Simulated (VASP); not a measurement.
A run of VASP 6.6.1 is set up as follows.

INCAR

```
SYSTEM = SnBrCl3
PREC = Normal ; ENCUT = 520
EDIFF = 1E-4 ; ISMEAR = 0
SIGMA = 0.15 ; LREAL = Auto
LASPH = .True. ; NELM = 60
ALGO = Fast ; ISIF = 3
LWAVE = .False. ; LCHARG = .False.
GGA = PE ; IBRION = 2
NSW = 24 ; EDIFFG = -0.08
```

KPOINTS

```
Automatic mesh
0
Gamma
  3 3 2
  0 0 0
```

Contents of POSCAR:

```
SnBrCl3
1.0
    6.9304585000      0.0000000000      0.0000000000
   -3.4652292500      6.0019531200      0.0000000000
    0.0000000000      0.0000000000      6.9114762700
Sn Br Cl
2 2 6
Direct
    0.6666666700      0.3333333300      0.5000000000
    0.3333333300      0.6666666700      0.5000000000
    0.0000000000      0.0000000000      0.5000000000
    0.0000000000      0.0000000000      0.0000000000
    0.5000000000      0.5000000000      0.7580210600
    0.0000000000      0.5000000000      0.7580210600
    0.5000000000      0.0000000000      0.7580210600
    0.0000000000      0.5000000000      0.2419789400
    0.5000000000      0.5000000000      0.2419789400
    0.5000000000      0.0000000000      0.2419789400
```

Potentials or basis: VASP PAW PBE potentials, release 64 (Sn_d, Br, Cl).

Command:

```sh
$ cat potpaw_PBE.64/Sn_d/POTCAR potpaw_PBE.64/Br/POTCAR potpaw_PBE.64/Cl/POTCAR > POTCAR
$ mpirun -np 1 vasp_std > vasp.out
```

**Question.** Predict the relaxed volume.

**Answer.** 27.43 Å³/atom.

**Question.** What does it give for the space group after relaxing (to 0.05 Å)?

**Answer.** P6/mmm (No. 191).

**Question.** Estimate the band gap on the k mesh.

**Answer.** None (metal or under the smearing width).

Forces in eV/Å, atoms in the order of the input:
```
Sn   0.000  0.000  0.000
Sn   0.000  0.000  0.000
Br   0.000  0.000  0.000
Br   0.000  0.000  0.000
Cl   0.000  0.000  0.004
Cl   0.000  0.000  0.004
Cl   0.000  0.000  0.004
Cl   0.000  0.000 -0.004
Cl   0.000  0.000 -0.004
Cl   0.000  0.000 -0.004
```

Caveat: the k mesh is coarse (spacing up to 0.45 Å⁻¹), so the values aren't converged; the relaxation stopped at a loose force limit of 0.08 eV/Å, so its end isn't a converged minimum.
